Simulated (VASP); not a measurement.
Here is the system:

```yaml
crystal:
  lattice:
    - [0.00000, 3.02252, 3.02252]
    - [3.02252, 0.00000, 3.02252]
    - [3.02252, 3.02252, 0.00000]
  atoms:
    - { symbol: Y, position: [0.00000, 0.00000, 0.00000] }
    - { symbol: S, position: [0.25000, 0.25000, 0.25000] }
```

These are PBEsol GGA, VASP's PBE PAW potentials (set 64) (plane waves; VASP) values and carry that method's errors. Numerical set-up: 400 eV cut-off, Gaussian smearing of 0.050 eV, potentials Y_sv S.

Task: What does the run give for the band gap (along the path) with the smallest direct gap where there is one?

Result: 
- band gap (along the path) = none (metal, semimetal or under 0.01 eV)

Only differences to runs with the same potentials and settings are physical.

The structure was generated: YS was put into the zinc blende type (F-43m), which need not be its known phase. It was relaxed first, which changed the volume by -30 %. The electron count is odd and the run is not spin-polarised, which forces a metal.
